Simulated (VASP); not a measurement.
VASP ran on this input.

**KPOINTS**
```
Automatic mesh
0
Gamma
7 7 4
0 0 0
```

### POSCAR
```
MgI2
1
    1.9749080583    -3.4206400585     0.0000000000
    1.9749080583     3.4206400585     0.0000000000
    0.0000000000     0.0000000000     6.3088975855
Mg I
1 2
Direct
  0.0000000000   0.0000000000   0.0000000000
  0.3333330000   0.6666670000   0.2642475395
  0.6666670000   0.3333330000   0.7357524605
```

INCAR:
```
! general
SYSTEM =MgI2
PREC   =Accurate
ENCUT  =500
LREAL  =F
LASPH  =T

! electronic loop
EDIFF  =1E-6
NELM   =100
ALGO   =Normal
LMAXMIX=4

! smearing
ISMEAR =0
SIGMA  =0.05

! functional
GGA    =PS

! ions
IBRION =2
NSW    =40
ISIF   =3
EDIFFG =-0.02
PSTRESS=100

! output
LWAVE  =F
LCHARG =F
```

POTCAR, in this order: Mg I (PBE.64 set). Program: vasp_std.

Translate this PBEsol calculation to Ansatz.

One equivalent input (not run):
Ansatz 0.2 input:
```yaml
crystal:
  lattice:
    - [1.9749081, -3.4206401, 0.0000000]
    - [1.9749081, 3.4206401, 0.0000000]
    - [0.0000000, 0.0000000, 6.3088976]
  atoms:
    - { symbol: Mg, position: [0.0000000, 0.0000000, 0.0000000] }
    - { symbol: I, position: [0.3333330, 0.6666670, 0.2642475] }
    - { symbol: I, position: [0.6666670, 0.3333330, 0.7357525] }
kpoints:
  mp_grid: { grid: [7, 7, 4] }
hamiltonian:
  xc: pbesol
  pseudopotentials: { kind: paw }
scf:
  occupations: { method: gaussian, width: 0.05 }
  max_iter: 100
relax:
  max_steps: 40
  f_tol: 0.02
  cell: { p_target: 10 }
output: { forces: true, stress: true, eigenvalues: true }
```
Limits of the translation: each code has its own PAW files, so the cut-off isn't converted (ENCUT is set for VASP's; basis.ecutwfc is left out, and Ansatz then takes the one that its files recommend); Ansatz stops its SCF on the density residual and VASP on the energy change (EDIFF).

The compound is MgI2 in the 1T layered structure. This run relaxes it under an external pressure of 10 GPa. Symmetry was kept, so distortions that lower it aren't found.
